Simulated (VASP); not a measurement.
Given:

```xyz
2
Lattice="0.0000 2.7478 2.7478 2.7478 0.0000 2.7478 2.7478 2.7478 0.0000" Properties=species:S:1:pos:R:3 pbc="T T T"
Ba     0.0000     0.0000     0.0000
O      2.7478     2.7478     2.7478
```

All values below come from PBE GGA, VASP's PBE PAW potentials (set 64) (plane waves; VASP). Settings: 620 eV cut-off, 8×8×8 Γ-centred mesh, Gaussian smearing of 0.050 eV, potentials Ba_sv O.

Unless said otherwise, spin-orbit coupling is left out, though it shifts the bands of the heavy elements here.

**Question.** What does the run give for the energy per atom (σ→0), pressure, band gap (on the k-mesh) with the smallest direct gap where there is one?

**Answer.** 
The band gap (on the k-mesh) is 1.89 eV, the smallest direct gap (on the k-mesh) is 1.89 eV and the energy per atom (σ→0) comes out as -5.885 eV/atom. The pressure is 4.99 GPa.

The compound is BaO in the rock salt structure. It was relaxed first under an external pressure of 5 GPa.
